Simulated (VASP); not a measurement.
All values below come from TPSS meta-GGA, VASP's PBE PAW potentials (set 64) (plane waves; VASP 6.6.1).

A VASP calculation is set up with these files.

### INCAR
```
ALGO = Normal
EDIFF = 1E-7
ENCUT = 520
ISIF = 2
ISMEAR = 0
LASPH = .True.
LCHARG = .False.
LMIXTAU = .True.
LREAL = .False.
LWAVE = .False.
METAGGA = TPSS
NELM = 100
PREC = Accurate
SIGMA = 0.05
SYSTEM = Si
```

File POSCAR:
```
Si
1
    0.0000000000     2.6980934606     2.6980934606
    2.6980934606     0.0000000000     2.6980934606
    2.6980934606     2.6980934606     0.0000000000
Si
2
Direct
  0.0000000000   0.0000000000   0.0000000000
  0.2500000000   0.2500000000   0.2500000000
```

**KPOINTS**
```
Automatic mesh
0
gamma
8 8 8
```

POTCAR, in this order: Si (PBE.64 set). Program: vasp_std.

Question: What does the run give for the energy per atom (σ→0), pressure?

Answer: 
The energy per atom (σ→0) comes out as -9.814 eV/atom. The pressure is 3.01 GPa.

OSZICAR:
```
...
DAV:  31    -0.196281802108E+02   -0.44149E-05   -0.60408E-06   464   0.254E-02    0.114E-02
DAV:  32    -0.196281830438E+02   -0.28330E-05   -0.15315E-06   656   0.120E-02    0.578E-03
DAV:  33    -0.196281872630E+02   -0.42192E-05   -0.23068E-06   472   0.134E-02    0.419E-03
DAV:  34    -0.196281885553E+02   -0.12923E-05   -0.68467E-07   592   0.736E-03    0.453E-03
DAV:  35    -0.196281892173E+02   -0.66203E-06   -0.41372E-07   520   0.601E-03    0.382E-03
DAV:  36    -0.196281894696E+02   -0.25234E-06   -0.53746E-07   552   0.675E-03    0.226E-03
DAV:  37    -0.196281894537E+02    0.15963E-07   -0.12124E-07   552   0.326E-03
   1 F= -.19628189E+02 E0= -.19628189E+02  d E =-.151834E-10
```

The compound is Si in the diamond structure. This cell is one point of a volume scan, at 0.97 of the reference volume.
